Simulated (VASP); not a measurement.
# HPbNO4 (P1) in VASP: further runs, part 2 of 2

VASP 6.6.1.

**4. Relaxation of cell and atoms, PBE+rVV10**

Contents of INCAR:

```
PREC     = Accurate       # precision mode
ENCUT    = 600            # plane-wave cutoff, eV
EDIFF    = 1E-6           # SCF threshold, eV
ISMEAR   = -1             # smearing method
SIGMA    = 0.05           # smearing width, eV
LREAL    = False          # projectors in reciprocal space
LASPH    = True           # aspherical terms in the spheres
NELM     = 100            # most SCF steps
ALGO     = Normal         # electronic algorithm
ISIF     = 3              # what is computed and relaxed
LWAVE    = False          # write WAVECAR
LCHARG   = False          # write CHGCAR
GGA      = PE             # functional
LUSE_VDW = True         
IVDW_NL  = 2            
BPARAM   = 10.0         
CPARAM   = 0.0093       
IBRION   = 2              # ionic algorithm
NSW      = 40             # ionic steps
EDIFFG   = -0.02          # ionic threshold
KPAR     = 4
```

Contents of KPOINTS:

```
Automatic mesh
0
Gamma
  7 7 5
```

Contents of POSCAR:

```
HPbNO4
1.0
    4.2040700000      0.0000000000      0.0000000000
    2.0217200000      3.8395200000      0.0000000000
    2.0468600000      1.2790000000      6.2813200000
H Pb N O
1 1 1 4
Direct
    0.8914500000      0.6820200000      0.6279600000
    0.1442600000      0.9287200000      0.8835200000
    0.2567000000      0.2886100000      0.3017100000
    0.8310800000      0.6505600000      0.7840500000
    0.3869400000      0.2238000000      0.1129500000
    0.3110400000      0.0357600000      0.4585600000
    0.0772600000      0.6063300000      0.3227500000
```

Potentials or basis: VASP PAW PBE potentials, release 64 (H, Pb_d, N, O).

Launch:

```console
$ cat potpaw_PBE.64/H/POTCAR potpaw_PBE.64/Pb_d/POTCAR potpaw_PBE.64/N/POTCAR potpaw_PBE.64/O/POTCAR > POTCAR
$ mpirun -np 4 vasp_std > vasp.out
```

OUTCAR:

```text
PREC = Accurate
   ENCUT = 600
   EDIFF = 1E-6
   ISMEAR = -1
   LREAL = False
   LASPH = True
   NELM = 100
   ISIF = 3
   GGA = PE
   IVDW_NL = 2
   BPARAM = 10.0
   IBRION = 2
   NSW = 40
   EDIFFG = -0.02

 ion  position               nearest neighbor table
   1  0.891  0.682  0.628-   4 0.98
   2  0.144  0.929  0.884-   4 2.48   4 2.51   6 2.67   4 2.72   5 2.81   7 2.84   5 2.91   5 2.93

   3  0.257  0.289  0.302-   6 1.25   7 1.26   5 1.28
   4  0.831  0.651  0.784-   1 0.98   2 2.48   2 2.51   2 2.72
   5  0.387  0.224  0.113-   3 1.28   2 2.81   2 2.91   2 2.93
   6  0.311  0.036  0.459-   3 1.25   2 2.67
   7  0.077  0.606  0.323-   3 1.26   2 2.84

  LATTYP: Found a triclinic cell.
 ALAT       =     6.7290755533
 B/A-ratio  =     1.0080441743
 C/A-ratio  =     0.6247618959
 COS(alpha) =     0.0037062124
 COS(beta)  =     0.3041814561
 COS(gamma) =     0.7937730465

  Lattice vectors:

 A1 = (   2.0468600000,   1.2790000000,   6.2813200000)
 A2 = (   0.0251400000,  -2.5605200000,   6.2813200000)
 A3 = (   4.2040700000,   0.0000000000,   0.0000000000)

Analysis of symmetry for initial positions (statically):
=====================================================================
 Subroutine PRICEL returns:
 Original cell was already a primitive cell.

 Routine SETGRP: Setting up the symmetry group for a
 triclinic supercell.

 Subroutine GETGRP returns: Found  1 space group operations
 (whereof  1 operations were pure point group operations)
 out of a pool of  2 trial point group operations.

The static configuration has the point symmetry C_1 .

Analysis of symmetry for dynamics (positions and initial velocities):
=====================================================================
 Subroutine PRICEL returns:
 Original cell was already a primitive cell.

 Routine SETGRP: Setting up the symmetry group for a
 triclinic supercell.

 Subroutine GETGRP returns: Found  1 space group operations
 (whereof  1 operations were pure point group operations)
 out of a pool of  2 trial point group operations.

The dynamic configuration has the point symmetry C_1 .

 Subroutine INISYM returns: Found  1 space group operations
 (whereof  1 operations are pure point group operations),
 and found     1 'primitive' translations

----------------------------------------------------------------------------------------

                                     Primitive cell

  volume of cell :     101.3906

  direct lattice vectors                    reciprocal lattice vectors
     4.204070000  0.000000000  0.000000000     0.237864736 -0.125248962 -0.052008557
     2.021720000  3.839520000  0.000000000     0.000000000  0.260449223 -0.053032572
     2.046860000  1.279000000  6.281320000     0.000000000  0.000000000  0.159202206

  length of vectors
     4.204070000  4.339270168  6.729075553     0.273809834  0.265793626  0.159202206

  position of ions in fractional coordinates (direct lattice)
     0.891450000  0.682020000  0.627960000
[... 74 lines left out ...]
   dimension x,y,z NGXF=    72 NGYF=   72 NGZF=  108
   ions per type =               1   1   1   4
   NGX,Y,Z   is equivalent  to a cutoff of  14.24, 13.79, 13.34 a.u.
   NGXF,Y,Z  is equivalent  to a cutoff of  28.47, 27.58, 26.68 a.u.
 SYSTEM =  unknown system
   PREC   = accura    normal or accurate (medium, high low for compatibility)
   ISTART =      0    job   : 0-new  1-cont  2-samecut
   ICHARG =      2    charge: 1-file 2-atom 10-const
   ISPIN  =      1    spin polarized calculation?
   LNONCOLLINEAR =      F non collinear calculations
   LSORBIT =      F    spin-orbit coupling
   LASPH  =      T    aspherical Exc in radial PAW
   ENCUT  =  600.0 eV  44.10 Ry    6.64 a.u.   8.40  8.67 13.44*2*pi/ulx,y,z
   NELM   =    100;   NELMIN=  2; NELMDL= -5     # of ELM steps
   EDIFF  = 0.1E-05   stopping-criterion for ELM
   LREAL  =      F    real-space projection
   EDIFFG = -.2E-01   stopping-criterion for IOM
   NSW    =     40    number of steps for IOM
   IBRION =      2    ionic relax: 0-MD 1-quasi-New 2-CG
   NFREE  =      1    steps in history (QN), initial steepest desc. (CG)
   ISIF   =      3    stress and relaxation
   ISYM   =      2    0-nonsym 1-usesym 2-fastsym
   POTIM  = 0.5000    time-step for ionic-motion
   TEBEG  =    0.0;   TEEND  =   0.0 temperature during run
   PSTRESS=    0.0 pullay stress
   NELECT =      44.0000    total number of electrons
   NUPDOWN=      -1.0000    fix difference up-down
   EMIN   =  10.00;   EMAX   =-10.00  energy-range for DOS
   EFERMI =   0.00;   METHOD = LEGACY
   ISMEAR =    -1;   SIGMA  =   0.05  broadening in eV -4-tet -1-fermi 0-gaus
   EFERMI_NEDOS =   21; number of points for ismear=-14 and -15
   IALGO  =     38    algorithm
   IMIX   =      4    mixing-type and parameters
     AMIX     =   0.40;   BMIX     =  1.00
     AMIX_MAG =   1.60;   BMIX_MAG =  1.00
  volume/ion in A,a.u.               =      14.48        97.75
  Fermi-wavevector in a.u.,A,eV,Ry     =   1.239443  2.342207 20.901518  1.536218
  Thomas-Fermi vector in A             =   2.373926
   LORBIT       =      0    0 simple, 1 ext, 2 COOP (PROOUT), +10 PAW based schemes
   GGA     = PE    functional components
   LHFCALC =     F    Hartree Fock is set to
   AEXX    =    0.0000 exact exchange contribution
   IVDW_NL    =     2    kernel type
   BPARAM     =10.0000
   IVDW    =     0    specifies the selected vdW correction
   LEPSILON=     F    determine dielectric tensor
   LRPA    =     F    only Hartree local field effects (RPA)
 conjugate gradient relaxation of ions
 non-spin polarized calculation
  energy-cutoff  :      600.00
  volume of cell :      101.39
 maximum number of plane-waves:      3407
 NGX is ok and might be reduce to    36
   NGX = 17   NGY = 17   NGZ = 27

--------------------------------------- Ionic step        1  -------------------------------------------

 number of electron      44.0000003 magnetization

 Free energy of the ion-electron system (eV)
  ---------------------------------------------------
  ext. energy  EPLUGINS =         0.00000000
  ---------------------------------------------------
  free energy    TOTEN  =       -38.61743973 eV

  energy without entropy =      -38.61743973  energy(sigma->0) =      -38.61743973

------------------------ aborting loop because EDIFF is reached ----------------------------------------

  FORCE on cell =-STRESS in cart. coord.  units (eV):
  Direction    XX          YY          ZZ          XY          YZ          ZX
  --------------------------------------------------------------------------------------
  -------------------------------------------------------------------------------------
  Total       -0.8721536     -0.0180370      0.0600906     -0.0266089     -0.0524147      0.0094118
  in kB      -13.7817939     -0.2850210      0.9495540     -0.4204746     -0.8282591      0.1487259
  external PRESSURE =      -4.3724203 kB  Pullay stress =       0.0000000 kB
[... 104 lines left out ...]
  FREE ENERGIE OF THE ION-ELECTRON SYSTEM (eV)
  ---------------------------------------------------
  free  energy   TOTEN  =       -38.6237290669 eV

  energy  without entropy=      -38.6237290669  energy(sigma->0) =      -38.62372907

[... ionic steps 4 to 29 ...]

--------------------------------------- Ionic step       30  -------------------------------------------

 number of electron      44.0000002 magnetization

------------------------ aborting loop because EDIFF is reached ----------------------------------------
[... 77 lines left out ...]
--------------------------------------- Ionic step       32  -------------------------------------------

 number of electron      44.0000002 magnetization

 Free energy of the ion-electron system (eV)
  ---------------------------------------------------
  ext. energy  EPLUGINS =         0.00000000
  ---------------------------------------------------
  free energy    TOTEN  =       -38.64288477 eV

  energy without entropy =      -38.64288477  energy(sigma->0) =      -38.64288477

 E-fermi :   2.4260     XC(G=0):  -8.9645

 val. band max:        1.2955694514   @ k =  -0.2857   0.2857   0.4000
 cond. band min:       3.9161155147   @ k =  -0.2857   0.4286   0.4000
 fundamental gap:      2.6205460634
 Fermi energy:         2.4260413825

 k-point     1 :       0.0000    0.0000    0.0000
  band No.  band energies     occupation
      1     -24.6667      2.00000
      2     -19.2827      2.00000
      3     -18.9933      2.00000
      4     -16.5008      2.00000
      5     -13.9877      2.00000
      6     -13.9736      2.00000
[... 685 lines left out ...]
     25       6.7068      0.00000
     26       7.0837      0.00000

 [... further k-points ...]
[... 5 lines left out ...]
  --------------------------------------------------------------------------------------
  -------------------------------------------------------------------------------------
  Total        0.0518848     -0.0318045     -0.0245467      0.0035385      0.0210571      0.0039523
  in kB        0.8562863     -0.5248891     -0.4051087      0.0583986      0.3475184      0.0652274
  external PRESSURE =      -0.0245705 kB  Pullay stress =       0.0000000 kB
[... 22 lines left out ...]
  FREE ENERGIE OF THE ION-ELECTRON SYSTEM (eV)
  ---------------------------------------------------
  free  energy   TOTEN  =       -38.6428847666 eV

  energy  without entropy=      -38.6428847666  energy(sigma->0) =      -38.64288477

 reached required accuracy - stopping structural energy minimisation
```

Run time: 35 min. Hardware: 4 MPI ranks of Intel Xeon 6975P-C (Granite Rapids), shared host; peak memory 0.8 GiB.

What came out:

```yaml
Free_energy: -38.6429 eV
Relaxed_volume: 13.87 Å³/atom
Relaxed_cell: a = 4.137 Å, b = 4.246 Å, c = 6.681 Å, α = 72.63°, β = 72.36°, γ = 62.06°
Space_group_after_relaxing_to_0.05_Å: P1 (No. 1)
Energy_gained_by_relaxing: 3.6 meV/atom
Ionic_steps: 32
Pressure_after_relaxing: 0.0 GPa
Largest_force_after_relaxing: 0.019 eV/Å
Band_gap_on_the_k_mesh: 2.62 eV, indirect (least direct gap 2.65 eV)
```

Forces in eV/Å, atoms in the order of the input:
```
H    0.001  0.008  0.006
Pb   0.002 -0.006  0.010
N   -0.005  0.013 -0.001
O   -0.005 -0.004 -0.008
O    0.003 -0.008 -0.017
O    0.003 -0.001  0.013
O    0.002 -0.002 -0.002
```

The path:
| step | energy change (eV) | largest force (eV/Å) | pressure (GPa) | volume (Å³) |
| --- | --- | --- | --- | --- |
| 1 | 0.0000 | 0.4845 | -0.44 | 101.39 |
| 2 | 0.0175 | 1.0806 | -3.17 | 100.81 |
| 3 | -0.0063 | 0.1065 | -1.39 | 101.20 |
| 4 | -0.0166 | 0.1475 | -0.63 | 99.38 |
| 5 | -0.0180 | 0.2602 | -0.17 | 98.41 |
| 6 | -0.0123 | 0.6552 | 0.62 | 96.95 |
| 7 | -0.0196 | 0.1105 | 0.08 | 97.93 |
| 8 | -0.0205 | 0.1479 | 0.08 | 97.87 |
| 9 | -0.0205 | 0.2117 | 0.07 | 97.85 |
| 10 | -0.0209 | 0.1911 | 0.06 | 97.84 |
| 11 | -0.0218 | 0.1299 | 0.02 | 97.81 |
| 12 | -0.0228 | 0.0681 | -0.04 | 97.75 |
| 13 | -0.0219 | 0.2995 | -0.19 | 97.63 |
| 14 | -0.0230 | 0.1135 | -0.09 | 97.72 |
| 15 | -0.0233 | 0.0542 | -0.09 | 97.68 |
| 16 | -0.0236 | 0.0635 | -0.08 | 97.60 |
| 17 | -0.0238 | 0.0637 | -0.10 | 97.53 |
| 18 | -0.0239 | 0.0730 | -0.10 | 97.50 |
| 19 | -0.0242 | 0.0687 | -0.03 | 97.39 |
| 20 | -0.0246 | 0.0995 | 0.18 | 97.07 |
| 21 | -0.0248 | 0.0652 | 0.15 | 97.03 |
| 22 | -0.0250 | 0.0335 | 0.07 | 96.93 |
| 23 | -0.0250 | 0.0298 | 0.07 | 96.93 |
| 24 | -0.0251 | 0.0294 | 0.07 | 96.94 |
| 25 | -0.0251 | 0.1096 | 0.08 | 96.96 |
| 26 | -0.0252 | 0.0663 | 0.08 | 96.95 |
| 27 | -0.0252 | 0.0554 | 0.07 | 96.96 |
| 28 | -0.0253 | 0.0386 | 0.05 | 96.98 |
| 29 | -0.0253 | 0.0590 | 0.01 | 97.03 |
| 30 | -0.0253 | 0.0397 | 0.03 | 97.02 |
| 31 | -0.0254 | 0.0305 | 0.02 | 97.03 |
| 32 | -0.0254 | 0.0190 | 0.00 | 97.08 |

Final structure:
```
H Pb N O
1.0
     4.13740   -0.00024    0.00335
     1.98947    3.75062   -0.01821
     2.01937    1.21683    6.25107
H Pb N O
1 1 1 4
Cartesian
  6.3132 3.3068 3.8735
  4.2277 4.6064 5.5079
  2.2464 1.4437 1.8998
  6.3150 3.3860 4.8595
  2.2770 0.9427 0.7136
  2.2826 0.6763 2.8951
  2.1776 2.6972 2.0237
```

Caveat: the standard files for N, O and F lose accuracy on very short bonds; spin-orbit coupling is left out, which as a rule narrows the gap of such compounds by several tenths of an eV; an odd mesh through Γ misses points on the zone boundary, where band edges often lie. PBE gaps usually lie below the measured ones, often by a third to a half.

**5. Relaxation of cell and atoms, optB88-vdW**

Contents of INCAR:

```
AGGAC    = 0.0          
ALGO     = Normal         # electronic algorithm
EDIFF    = 1E-6           # SCF threshold, eV
EDIFFG   = -0.02          # ionic threshold
ENCUT    = 600            # plane-wave cutoff, eV
GGA      = BO             # functional
IBRION   = 2              # ionic algorithm
ISIF     = 3              # what is computed and relaxed
ISMEAR   = -1             # smearing method
KPAR     = 4            
LASPH    = T              # aspherical terms in the spheres
LCHARG   = F              # write CHGCAR
LREAL    = F              # projectors in reciprocal space
LUSE_VDW = T            
LWAVE    = F              # write WAVECAR
NELM     = 60             # most SCF steps
NSW      = 40             # ionic steps
PARAM1   = 0.1833333333 
PARAM2   = 0.22         
PREC     = Accurate       # precision mode
SIGMA    = 0.05           # smearing width, eV
```

Contents of KPOINTS:

```
k-points
0
Gamma
  7 7 5
```

POSCAR is that of step 4.

Launch:

```console
$ cat potpaw_PBE.64/H/POTCAR potpaw_PBE.64/Pb_d/POTCAR potpaw_PBE.64/N/POTCAR potpaw_PBE.64/O/POTCAR > POTCAR
$ mpirun -np 4 vasp_std > vasp.out
```

Run time: 49 min. Hardware: 4 MPI ranks of Intel Xeon Platinum 8488C (Sapphire Rapids), shared host; peak memory 0.9 GiB.

The run converged. Its results:

```yaml
Free_energy: -28.9130 eV
Relaxed_volume: 13.73 Å³/atom
Relaxed_cell: a = 4.104 Å, b = 4.223 Å, c = 6.687 Å, α = 72.66°, β = 72.53°, γ = 62.32°
Space_group_after_relaxing_to_0.05_Å: P1 (No. 1)
Energy_gained_by_relaxing: 6.5 meV/atom
Ionic_steps: 31
Pressure_after_relaxing: 0.0 GPa
Largest_force_after_relaxing: 0.020 eV/Å
Band_gap_on_the_k_mesh: 2.55 eV, indirect (least direct gap 2.57 eV)
```

Forces on the atoms (eV/Å):
```
H   -0.002  0.004  0.004
Pb  -0.004 -0.009 -0.014
N    0.003 -0.002  0.006
O    0.003  0.012 -0.007
O    0.002 -0.008  0.008
O    0.003 -0.010  0.016
O   -0.005  0.015 -0.013
```

Step by step:
| step | energy change (eV) | largest force (eV/Å) | pressure (GPa) | volume (Å³) |
| --- | --- | --- | --- | --- |
| 1 | 0.0000 | 0.6542 | -0.51 | 101.39 |
| 2 | 0.0278 | 1.3505 | -4.03 | 100.72 |
| 3 | -0.0116 | 0.1188 | -1.80 | 101.16 |
| 4 | -0.0286 | 0.2703 | -0.77 | 98.87 |
| 5 | -0.0306 | 0.4317 | -0.21 | 97.77 |
| 6 | -0.0294 | 0.6003 | 0.51 | 95.99 |
| 7 | -0.0346 | 0.1624 | 0.11 | 96.94 |
| 8 | -0.0363 | 0.1621 | 0.15 | 96.84 |
| 9 | -0.0365 | 0.2787 | 0.17 | 96.79 |
| 10 | -0.0373 | 0.2436 | 0.15 | 96.77 |
| 11 | -0.0391 | 0.1382 | 0.08 | 96.73 |
| 12 | -0.0408 | 0.1299 | -0.05 | 96.65 |
| 13 | -0.0409 | 0.1462 | -0.08 | 96.64 |
| 14 | -0.0417 | 0.1053 | -0.08 | 96.59 |
| 15 | -0.0424 | 0.0727 | -0.07 | 96.50 |
| 16 | -0.0427 | 0.0759 | -0.10 | 96.44 |
| 17 | -0.0428 | 0.0818 | -0.11 | 96.42 |
| 18 | -0.0431 | 0.0757 | -0.07 | 96.36 |
| 19 | -0.0437 | 0.0677 | 0.05 | 96.17 |
| 20 | -0.0441 | 0.1509 | 0.32 | 95.79 |
| 21 | -0.0443 | 0.1170 | 0.28 | 95.76 |
| 22 | -0.0445 | 0.0362 | 0.17 | 95.67 |
| 23 | -0.0445 | 0.0381 | 0.17 | 95.68 |
| 24 | -0.0446 | 0.0289 | 0.15 | 95.71 |
| 25 | -0.0448 | 0.0252 | 0.09 | 95.80 |
| 26 | -0.0449 | 0.0688 | -0.04 | 95.99 |
| 27 | -0.0450 | 0.0417 | -0.03 | 96.02 |
| 28 | -0.0451 | 0.0379 | -0.01 | 96.10 |
| 29 | -0.0451 | 0.0307 | -0.02 | 96.11 |
| 30 | -0.0451 | 0.0319 | -0.04 | 96.14 |
| 31 | -0.0452 | 0.0200 | -0.04 | 96.14 |

Final structure:
```
H Pb N O
1.0
     4.10350   -0.00655    0.00445
     1.96734    3.73632   -0.01236
     2.00261    1.21872    6.26273
H Pb N O
1 1 1 4
Direct
  0.89471 0.68236 0.62038
  0.13632 0.94313 0.88605
  0.25714 0.28532 0.30469
  0.83407 0.64874 0.77775
  0.39344 0.21218 0.11449
  0.31188 0.02931 0.46378
  0.07116 0.61475 0.32435
```

Levels at points of the mesh, in eV from the valence-band top:
```tsv
k point	band 18	band 19	band 20	band 21	band 22	band 23	band 24	band 25	band 26
(0.00, 0.00, 0.00)	-2.27	-2.16	-1.57	-1.54	-0.97	3.27	4.22	5.60	6.19
```

Caveat: the standard files for N, O and F lose accuracy on very short bonds; the PAW data sets were made with another functional, which shifts forces and pressure a little; spin-orbit coupling is left out, which as a rule narrows the gap of such compounds by several tenths of an eV; an odd mesh through Γ misses points on the zone boundary, where band edges often lie.

**6. Summary**

```csv
level,gap on the mesh (eV),pressure (GPa),relaxed volume (Å³/atom),largest force (eV/Å)
PBE+D3(BJ),2.70,0.0,14.05,0.02
PBE+D4,2.65,0.0,13.90,0.02
PBE+rVV10,2.62,0.0,13.87,0.02
optB88-vdW,2.55,0.0,13.73,0.02
```

Alike in all rows: task relaxation of cell and atoms; potentials or basis VASP PAW PBE potentials, release 64 (H, Pb_d, N, O); no spin polarisation; cell relaxed; k mesh 7 × 7 × 5; cutoff (eV) 600; smearing fermi-dirac 0.05 eV.

Caveats: the standard files for N, O and F lose accuracy on very short bonds; spin-orbit coupling is left out, which as a rule narrows the gap of such compounds by several tenths of an eV; an odd mesh through Γ misses points on the zone boundary, where band edges often lie; the PAW data sets were made with another functional, which shifts forces and pressure a little (some runs).

Absolute energies hang on the potentials; compare differences alone.
